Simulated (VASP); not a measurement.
Calculation: eigenvalue-self-consistent GW0 on PBE orbitals, VASP's PBE PAW potentials (set 64) (plane waves; VASP).

VASP input:

File KPOINTS:
```
Regular mesh
0
gamma
  4 4 4
```

File POSCAR:
```
SrO
1
    0.0000000000     2.5800000000     2.5800000000
    2.5800000000     0.0000000000     2.5800000000
    2.5800000000     2.5800000000     0.0000000000
Sr O
1 1
Direct
  0.0000000000   0.0000000000   0.0000000000
  0.5000000000   0.5000000000   0.5000000000
```

INCAR:
```
# general
SYSTEM      = SrO
PREC        = Normal
ENCUT       = 500   # plane-wave cut-off (eV)
LREAL       = .FALSE.   # projection in real space or not
LASPH       = .TRUE.
NBANDS      = 160

# electronic loop
ALGO        = EVGW0

# smearing
ISMEAR      = 0   # Gaussian
SIGMA       = 0.01

# functional
GGA         = PE

# output
LWAVE       = .FALSE.
LCHARG      = .FALSE.

# other
NELMGW      = 4
NOMEGA      = 64
ENCUTGW     = 200
NBANDSGW    = 16
LSPECTRALGW = .TRUE.
```

POTCAR, in this order: Sr_sv_GW O_GW_new (PBE.64 set). Program: vasp_std. Read from the step before: WAVECAR, WAVEDER.

The resulting files:

File OSZICAR:
```
energies w=
    0.000    0.000    0.845    0.000    1.687    0.000    2.526    0.000
    3.359    0.000    4.186    0.000    5.004    0.000    5.812    0.000
    6.611    0.000    7.398    0.000    8.175    0.000    8.942    0.000
    9.697    0.000   10.443    0.000   11.179    0.000   11.906    0.000
   12.627    0.000   13.340    0.000   14.048    0.000   14.752    0.000
   15.454    0.000   16.154    0.000   16.854    0.000   17.557    0.000
   18.263    0.000   18.974    0.000   19.693    0.000   20.421    0.000
   21.162    0.000   21.915    0.000   22.686    0.000   23.476    0.000
   24.289    0.000   25.128    0.000   25.997    0.000   26.900    0.000
   27.841    0.000   28.827    0.000   29.863    0.000   30.957    0.000
   32.117    0.000   33.352    0.000   34.674    0.000   36.095    0.000
   37.632    0.000   39.303    0.000   41.130    0.000   43.143    0.000
   45.373    0.000   47.864    0.000   50.670    0.000   53.859    0.000
   57.520    0.000   61.770    0.000   66.768    0.000   72.736    0.000
   79.985    0.000   88.978    0.000  100.424    0.000  115.473    0.000
  136.118    0.000  166.146    0.000  213.735    0.000  300.433    0.000
NQ=   1    0.0000    0.0000    0.0000,
 performed        196000 updates of chi_q(r,r)
NQ=   2    0.2500    0.0000    0.0000,
 performed        576000 updates of chi_q(r,r)
NQ=   3    0.5000    0.0000    0.0000,
 performed        864000 updates of chi_q(r,r)
NQ=   4    0.2500    0.2500    0.0000,
 performed       1209000 updates of chi_q(r,r)
NQ=   5    0.5000    0.2500    0.0000,
 performed       1671000 updates of chi_q(r,r)
NQ=   6   -0.2500    0.2500    0.0000,
 performed       2082000 updates of chi_q(r,r)
NQ=   7    0.5000    0.5000    0.0000,
 performed       2350000 updates of chi_q(r,r)
NQ=   8   -0.2500    0.5000    0.2500,
 performed       2700000 updates of chi_q(r,r)
 resolving degeneracies of screened two electron integrals
NQ=   1    0.0000    0.0000    0.0000,
 performed        196000 updates of chi_q(r,r)
NQ=   2    0.2500    0.0000    0.0000,
 performed        576000 updates of chi_q(r,r)
NQ=   3    0.5000    0.0000    0.0000,
 performed        864000 updates of chi_q(r,r)
NQ=   4    0.2500    0.2500    0.0000,
 performed       1209000 updates of chi_q(r,r)
NQ=   5    0.5000    0.2500    0.0000,
 performed       1671000 updates of chi_q(r,r)
NQ=   6   -0.2500    0.2500    0.0000,
 performed       2082000 updates of chi_q(r,r)
NQ=   7    0.5000    0.5000    0.0000,
 performed       2350000 updates of chi_q(r,r)
NQ=   8   -0.2500    0.5000    0.2500,
 performed       2700000 updates of chi_q(r,r)
 resolving degeneracies of screened two electron integrals
NQ=   1    0.0000    0.0000    0.0000,
 performed        196000 updates of chi_q(r,r)
NQ=   2    0.2500    0.0000    0.0000,
 performed        576000 updates of chi_q(r,r)
NQ=   3    0.5000    0.0000    0.0000,
 performed        864000 updates of chi_q(r,r)
NQ=   4    0.2500    0.2500    0.0000,
 performed       1209000 updates of chi_q(r,r)
NQ=   5    0.5000    0.2500    0.0000,
 performed       1671000 updates of chi_q(r,r)
NQ=   6   -0.2500    0.2500    0.0000,
 performed       2082000 updates of chi_q(r,r)
NQ=   7    0.5000    0.5000    0.0000,
 performed       2350000 updates of chi_q(r,r)
NQ=   8   -0.2500    0.5000    0.2500,
 performed       2700000 updates of chi_q(r,r)
 resolving degeneracies of screened two electron integrals
NQ=   1    0.0000    0.0000    0.0000,
 performed        196000 updates of chi_q(r,r)
NQ=   2    0.2500    0.0000    0.0000,
 performed        576000 updates of chi_q(r,r)
NQ=   3    0.5000    0.0000    0.0000,
 performed        864000 updates of chi_q(r,r)
NQ=   4    0.2500    0.2500    0.0000,
 performed       1209000 updates of chi_q(r,r)
NQ=   5    0.5000    0.2500    0.0000,
 performed       1671000 updates of chi_q(r,r)
NQ=   6   -0.2500    0.2500    0.0000,
 performed       2082000 updates of chi_q(r,r)
NQ=   7    0.5000    0.5000    0.0000,
 performed       2350000 updates of chi_q(r,r)
NQ=   8   -0.2500    0.5000    0.2500,
 performed       2700000 updates of chi_q(r,r)
 resolving degeneracies of screened two electron integrals
```

File OUTCAR:
```


 k-point   1 :       0.0000    0.0000    0.0000
  band No. old QP-enery  QP-energies   sigma(KS)   T+V_ion+V_H  V^pw_x(r,r')   Z            occupation Imag(sigma)

      1     -31.3293     -31.3804     -19.8833     -11.5258     -28.9614       0.6406       2.0000       0.9194
      2     -13.8861     -13.9229     -21.6561       7.7133     -30.6742       0.6501       2.0000       0.8854
      3     -13.3799     -13.3994     -19.7481       6.3433     -23.3550       0.7849       2.0000       0.2461
      4     -13.3799     -13.3994     -19.7481       6.3433     -23.3550       0.7849       2.0000       0.2461
      5     -13.3799     -13.3994     -19.7481       6.3433     -23.3550       0.7849       2.0000       0.2461
      6       2.1496       2.1357     -20.0303      22.1611     -24.0268       0.7368       2.0000       0.1455
      7       2.1496       2.1357     -20.0303      22.1611     -24.0268       0.7368       2.0000       0.1455
      8       2.1496       2.1357     -20.0303      22.1611     -24.0268       0.7368       2.0000       0.1455
      9       8.0126       8.0131      -9.1843      17.1974      -5.4118       0.8249       0.0000      -0.0860
     10      10.8327      10.8350      -9.4716      20.3070      -5.1189       0.8143       0.0000      -0.1111
     11      10.8327      10.8350      -9.4716      20.3070      -5.1189       0.8143       0.0000      -0.1111
     12      10.8327      10.8350      -9.4716      20.3070      -5.1189       0.8143       0.0000      -0.1111
     13      13.2850      13.2880     -10.7581      24.0468      -6.3081       0.8135       0.0000      -0.1079
     14      13.2850      13.2880     -10.7581      24.0468      -6.3081       0.8135       0.0000      -0.1079
     15      16.0367      16.0384      -6.3720      22.4107      -1.4523       0.8408       0.0000      -0.4783
     16      27.7235      27.7235     -10.5209      38.2444      -4.2248       0.8097       0.0000      -1.0068

 k-point   2 :       0.2500    0.0000    0.0000
  band No. old QP-enery  QP-energies   sigma(KS)   T+V_ion+V_H  V^pw_x(r,r')   Z            occupation Imag(sigma)

      1     -31.2632     -31.3139     -19.9376     -11.4050     -28.9886       0.6397       2.0000       0.8943
      2     -14.9634     -14.9987     -20.1521       5.1363     -27.5934       0.6728       2.0000       0.6942
      3     -13.4253     -13.4449     -19.7060       6.2557     -23.3013       0.7830       2.0000       0.2283
      4     -13.4253     -13.4449     -19.7060       6.2557     -23.3013       0.7830       2.0000       0.2283
      5     -12.3738     -12.3983     -21.1196       8.7129     -26.4253       0.7463       2.0000       0.4437
      6       0.7447       0.7305     -17.5513      18.2768     -21.3296       0.7365       2.0000       0.1694
      7       1.4941       1.4799     -19.1297      20.6045     -23.1164       0.7347       2.0000       0.1574
      8       1.4941       1.4799     -19.1297      20.6045     -23.1164       0.7347       2.0000       0.1574
      9      10.4506      10.4516     -11.3539      21.8058      -7.4092       0.7963       0.0000      -0.1087
     10      10.3991      10.4006      -9.3725      19.7735      -5.2781       0.8140       0.0000      -0.1062
     11      12.0613      12.0639     -10.0550      22.1195      -5.5237       0.8035       0.0000      -0.1332
     12      12.0613      12.0639     -10.0550      22.1195      -5.5237       0.8035       0.0000      -0.1332
     13      14.8335      14.8370     -11.9756      26.8135      -7.3117       0.7929       0.0000      -0.1392
     14      14.8335      14.8370     -11.9756      26.8135      -7.3117       0.7929       0.0000      -0.1392
     15      19.7038      19.7051      -7.9482      27.6535      -2.8072       0.8469       0.0000      -0.6188
     16      23.7227      23.7235      -8.5261      32.2498      -3.1382       0.8251       0.0000      -0.6503

 k-point   3 :       0.5000    0.0000    0.0000
  band No. old QP-enery  QP-energies   sigma(KS)   T+V_ion+V_H  V^pw_x(r,r')   Z            occupation Imag(sigma)

      1     -31.1950     -31.2456     -19.9936     -11.2804     -29.0173       0.6398       2.0000       0.8667
      2     -15.5450     -15.5811     -19.6066       4.0074     -26.8424       0.6658       2.0000       0.6625
      3     -13.4715     -13.4911     -19.6678       6.1712     -23.2496       0.7823       2.0000       0.2109
      4     -13.4715     -13.4911     -19.6678       6.1712     -23.2496       0.7823       2.0000       0.2109
      5     -11.9029     -11.9286     -21.5706       9.6327     -27.1660       0.7353       2.0000       0.4665
      6      -0.2393      -0.2544     -16.4815      16.2214     -20.3736       0.7260       2.0000       0.2083
      7       0.9493       0.9346     -18.5510      19.4801     -22.6025       0.7301       2.0000       0.1743
      8       0.9493       0.9346     -18.5510      19.4801     -22.6025       0.7301       2.0000       0.1743
      9      11.1853      11.1865     -12.5920      23.7788      -8.5225       0.7800       0.0000      -0.1285
     10      12.3816      12.3838      -8.5050      20.8894      -4.1987       0.8036       0.0000      -0.1425
     11      13.7838      13.7869     -11.4848      25.2726      -6.6595       0.7825       0.0000      -0.1891
     12      13.7838      13.7869     -11.4848      25.2726      -6.6595       0.7825       0.0000      -0.1891
     13      17.2365      17.2412     -13.2039      30.4466      -7.9292       0.7659       0.0000      -0.2387
     14      17.2365      17.2412     -13.2039      30.4466      -7.9292       0.7659       0.0000      -0.2387
     15      19.6523      19.6556     -11.3839      31.0403      -5.7652       0.7860       0.0000      -0.5085
     16      19.5020      19.5037      -8.1138      27.6179      -3.1637       0.8247       0.0000      -0.3693

 k-point   4 :       0.2500    0.2500    0.0000
  band No. old QP-enery  QP-energies   sigma(KS)   T+V_ion+V_H  V^pw_x(r,r')   Z            occupation Imag(sigma)

      1     -31.2441     -31.2946     -19.9561     -11.3670     -28.9983       0.6403       2.0000       0.8928
      2     -14.7653     -14.8004     -20.3114       5.4942     -27.8015       0.6756       2.0000       0.7072
      3     -13.5721     -13.5920     -19.5895       5.9919     -23.2521       0.7829       2.0000       0.2748
      4     -13.5721     -13.5920     -19.5895       5.9919     -23.2521       0.7829       2.0000       0.2748
      5     -12.6496     -12.6746     -20.8959       8.2127     -26.1542       0.7428       2.0000       0.4325
      6       0.6703       0.6555     -18.0823      18.7324     -22.0947       0.7307       2.0000       0.1799
      7       1.9813       1.9675     -19.7327      21.6954     -23.6854       0.7394       2.0000       0.1468
      8       1.9813       1.9675     -19.7327      21.6954     -23.6854       0.7394       2.0000       0.1468
      9       8.7179       8.7195      -8.6647      17.3845      -4.5975       0.8244       0.0000      -0.0961
     10      10.2125      10.2137      -9.9526      20.1666      -5.9229       0.8138       0.0000      -0.1009
     11      13.3081      13.3111     -10.6408      23.9527      -5.9067       0.7899       0.0000      -0.1650
     12      13.3081      13.3111     -10.6408      23.9527      -5.9067       0.7899       0.0000      -0.1650
     13      14.1539      14.1573     -11.0343      25.1924      -6.4543       0.8076       0.0000      -0.1172
     14      15.4138      15.4174     -12.9946      28.4130      -8.1463       0.7754       0.0000      -0.2121
     15      20.8233      20.8247      -7.4842      28.3091      -2.3654       0.8338       0.0000      -0.6311
     16      23.6909      23.6919      -9.5663      33.2584      -4.0374       0.8147       0.0000      -0.6437

 k-point   5 :       0.5000    0.2500    0.0000
  band No. old QP-enery  QP-energies   sigma(KS)   T+V_ion+V_H  V^pw_x(r,r')   Z            occupation Imag(sigma)

      1     -31.1793     -31.2289     -20.0117     -11.2447     -29.0278       0.6436       2.0000       0.8733
      2     -15.0792     -15.1137     -19.9681       4.8380     -27.1757       0.6770       2.0000       0.6770
      3     -13.8396     -13.8599     -19.3644       5.4988     -23.1533       0.7826       2.0000       0.3094
      4     -13.6193     -13.6393     -19.5497       5.9049     -23.2059       0.7824       2.0000       0.2613
      5     -12.5354     -12.5612     -21.0721       8.5017     -26.6680       0.7366       2.0000       0.4968
      6       0.7674       0.7532     -17.8477      18.5959     -21.6933       0.7373       2.0000       0.1702
      7       1.3267       1.3125     -18.8938      20.2012     -22.8261       0.7356       2.0000       0.1589
      8       1.4777       1.4634     -19.1820      20.6402     -23.1733       0.7340       2.0000       0.1575
      9       9.3830       9.3842      -9.7014      19.0859      -5.7032       0.8129       0.0000      -0.1007
     10      12.0964      12.0984     -10.9893      23.0882      -6.6356       0.7880       0.0000      -0.1450
     11      14.0396      14.0427     -11.8200      25.8635      -7.1530       0.7869       0.0000      -0.1582
     12      14.6717      14.6752     -11.5067      26.1829      -6.5560       0.7815       0.0000      -0.2121
     13      16.3126      16.3168     -12.1772      28.4952      -7.1517       0.7829       0.0000      -0.1868
     14      17.0658      17.0693     -11.1095      28.1798      -5.9150       0.7885       0.0000      -0.3511
     15      18.1996      18.2023      -9.9993      28.2022      -4.8564       0.8035       0.0000      -0.3416
     16      20.4374      20.4390      -8.8272      29.2666      -3.6079       0.8198       0.0000      -0.4759

 k-point   6 :      -0.2500    0.2500    0.0000
  band No. old QP-enery  QP-energies   sigma(KS)   T+V_ion+V_H  V^pw_x(r,r')   Z            occupation Imag(sigma)

      1     -31.1984     -31.2489     -19.9936     -11.2838     -29.0176       0.6403       2.0000       0.8747
      2     -15.1897     -15.2253     -19.9364       4.6935     -27.2533       0.6704       2.0000       0.6759
      3     -13.8315     -13.8517     -19.3564       5.4992     -23.0919       0.7855       2.0000       0.3154
      4     -13.4760     -13.4956     -19.6646       6.1635     -23.2517       0.7819       2.0000       0.2150
      5     -12.2090     -12.2343     -21.3047       9.0615     -26.7736       0.7391       2.0000       0.4530
...
```
(Selected blocks of OUTCAR.)

The mesh is coarse and the basis finite, so the quasiparticle values are not converged.

The compound is SrO in the rock salt structure. The cell was not relaxed at this level. The k-mesh is coarse (spacing up to 0.53 per Å, 2π included), so the numbers may not be converged in it.
